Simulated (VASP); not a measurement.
VASP ran on this input.

### INCAR
```
AGGAC  =  0.0
ALGO  =  Normal
EDIFF  =  1E-7
ENCUT  =  520
GGA  =  MK
ISIF  =  2
ISMEAR  =  -5
LASPH  =  T
LCHARG  =  T
LEFG  =  T
LMAXMIX  =  4
LORBIT  =  11
LREAL  =  F
LUSE_VDW  =  T
LWAVE  =  F
NEDOS  =  601
NELM  =  100
PARAM1  =  0.1234568
PARAM2  =  0.7114
PREC  =  Accurate
SYSTEM  =  MoTe2
ZAB_VDW  =  -1.8867
```

KPOINTS:
```
Automatic mesh
0
Gamma
8 8 2
0 0 0
```

POSCAR:
```
MoTe2
1
    1.7675465839    -3.0614800613     0.0000000000
    1.7675465839     3.0614800613     0.0000000000
    0.0000000000     0.0000000000    14.0355924448
Te Mo
4 2
Direct
  0.3333330000   0.6666670000   0.8793472275
  0.6666670000   0.3333330000   0.3793472275
  0.6666670000   0.3333330000   0.1206527725
  0.3333330000   0.6666670000   0.6206527725
  0.3333330000   0.6666670000   0.2500000000
  0.6666670000   0.3333330000   0.7500000000
```

POTCAR, in this order: Te Mo_sv (PBE.64 set). Program: vasp_std.

Question: Write an equivalent input for Quantum ESPRESSO's pw.x.

Answer: One equivalent input (not run):
```
&CONTROL
  calculation = 'scf'
  pseudo_dir = './pseudo'
  outdir = './out'
  tprnfor = .true.
  tstress = .true.
/
&SYSTEM
  ibrav = 0
  nat = 6
  ntyp = 2
  ecutwfc = 82.3
  occupations = 'tetrahedra'
  input_dft = 'vdw-df2-b86r'
/
&ELECTRONS
  conv_thr = 7.3e-09
  electron_maxstep = 100
/
ATOMIC_SPECIES
  Te 127.600 Te.upf
  Mo 95.950 Mo.upf
CELL_PARAMETERS angstrom
     1.7675466   -3.0614801    0.0000000
     1.7675466    3.0614801    0.0000000
     0.0000000    0.0000000   14.0355924
ATOMIC_POSITIONS crystal
  Te   0.3333330  0.6666670  0.8793472
  Te   0.6666670  0.3333330  0.3793472
  Te   0.6666670  0.3333330  0.1206528
  Te   0.3333330  0.6666670  0.6206528
  Mo   0.3333330  0.6666670  0.2500000
  Mo   0.6666670  0.3333330  0.7500000
K_POINTS automatic
  8 8 2 0 0 0
```
Limits of the translation: the potentials are each code's own (VASP's PAW set, PseudoDojo norm-conserving files in pw.x), so ENCUT and ecutwfc are chosen apart and not converted; conv_thr bounds pw.x's estimated SCF error, while EDIFF bounds the energy change between steps; the field gradients of LEFG aren't asked of the other code.

The compound is MoTe2 in the 2H layered structure. It was relaxed first.
